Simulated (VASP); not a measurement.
Level of theory: optB86b-vdW, VASP's PBE PAW potentials (set 64) (plane waves; VASP).

A VASP calculation is set up with these files.

### INCAR
```
GGA  =  MK
LWAVE  =  .FALSE.
ISMEAR  =  1   ! Methfessel-Paxton
LCHARG  =  .FALSE.
LUSE_VDW  =  .TRUE.
PARAM2  =  1.0
NELM  =  100   ! most electronic steps
PREC  =  Accurate
LMAXMIX  =  4   ! l cut-off of mixed one-centre charges
ISIF  =  2   ! forces and stress, cell fixed
EDIFF  =  1E-7   ! SCF stop (eV)
AGGAC  =  0.0
ENCUT  =  520
LASPH  =  .TRUE.   ! aspherical one-centre terms
ALGO  =  Normal   ! blocked Davidson
LREAL  =  .FALSE.   ! projection in real space or not
SIGMA  =  0.1
PARAM1  =  0.1234
SYSTEM  =  FeAl
```

**KPOINTS**
```
Automatic mesh
0
Gamma
13 13 13
0 0 0
```

### POSCAR
```
FeAl
1
    2.9105149557     0.0000000000     0.0000000000
    0.0000000000     2.9105149557     0.0000000000
    0.0000000000     0.0000000000     2.9105149557
Al Fe
1 1
Direct
  0.5000000000   0.5000000000   0.5000000000
  0.0000000000   0.0000000000   0.0000000000
```

POTCAR, in this order: Al Fe (PBE.64 set). Program: vasp_std.

Output

OSZICAR:
```
       N       E                     dE             d eps       ncg     rms          rms(c)
DAV:   1     0.345369184150E+02    0.34537E+02   -0.51151E+03  1512   0.123E+03
DAV:   2    -0.972269879703E+01   -0.44260E+02   -0.42603E+02  1528   0.175E+02
DAV:   3    -0.109000871690E+02   -0.11774E+01   -0.11487E+01  1794   0.393E+01
DAV:   4    -0.109246843322E+02   -0.24597E-01   -0.24576E-01  1916   0.507E+00
DAV:   5    -0.109251641932E+02   -0.47986E-03   -0.47982E-03  1919   0.616E-01    0.132E+01
DAV:   6    -0.132429315228E+02   -0.23178E+01   -0.75443E+01  1718   0.133E+02    0.187E+01
DAV:   7    -0.913313038865E+01    0.41098E+01   -0.37958E+01  1679   0.837E+01    0.245E+00
DAV:   8    -0.911129352583E+01    0.21837E-01   -0.20635E-01  1621   0.537E+00    0.146E+00
DAV:   9    -0.909878686416E+01    0.12507E-01   -0.41641E-02  1791   0.321E+00    0.347E-01
DAV:  10    -0.909842044683E+01    0.36642E-03   -0.10303E-03  1988   0.411E-01    0.125E-01
DAV:  11    -0.909841836848E+01    0.20784E-05   -0.21063E-05  1648   0.496E-02    0.126E-02
DAV:  12    -0.909841752767E+01    0.84081E-06   -0.43607E-06  2084   0.272E-02    0.568E-03
DAV:  13    -0.909841740576E+01    0.12191E-06   -0.36135E-07   908   0.760E-03    0.122E-03
DAV:  14    -0.909841745285E+01   -0.47090E-07   -0.35145E-08   810   0.298E-03
   1 F= -.90984175E+01 E0= -.90981093E+01  d E =-.924452E-03
```

OUTCAR:
```
------------------------ aborting loop because EDIFF is reached ----------------------------------------
  FORCE on cell =-STRESS in cart. coord.  units (eV):
  Direction    XX          YY          ZZ          XY          YZ          ZX
  --------------------------------------------------------------------------------------
  Total       -1.4710922     -1.4710922     -1.4710922     -0.0000000     -0.0000000      0.0000000
  in kB      -95.5962759    -95.5962759    -95.5962759     -0.0000000     -0.0000000      0.0000000
  external PRESSURE =     -95.5962759 kB  Pullay stress =       0.0000000 kB
  volume of cell :       24.66
      direct lattice vectors                 reciprocal lattice vectors
     2.910514956  0.000000000  0.000000000     0.343581811  0.000000000  0.000000000
     0.000000000  2.910514956  0.000000000     0.000000000  0.343581811  0.000000000
     0.000000000  0.000000000  2.910514956     0.000000000  0.000000000  0.343581811
 POSITION                                       TOTAL-FORCE (eV/Angst)
 -----------------------------------------------------------------------------------
      1.45526      1.45526      1.45526         0.000000      0.000000      0.000000
      0.00000      0.00000      0.00000         0.000000      0.000000      0.000000
 -----------------------------------------------------------------------------------
    total drift:                                0.000000      0.000000      0.000000
  FREE ENERGIE OF THE ION-ELECTRON SYSTEM (eV)
  ---------------------------------------------------
  free  energy   TOTEN  =        -9.0984174529 eV

  energy  without entropy=       -9.0974930004  energy(sigma->0) =       -9.09810930
```
(Selected blocks of OUTCAR.)

The compound is FeAl in the CsCl type structure. This cell is one point of a volume scan, at 1.06 of the reference volume. The run is not spin-polarised, so no magnetic state was tried. The electron count is odd and the run is not spin-polarised, which forces a metal.
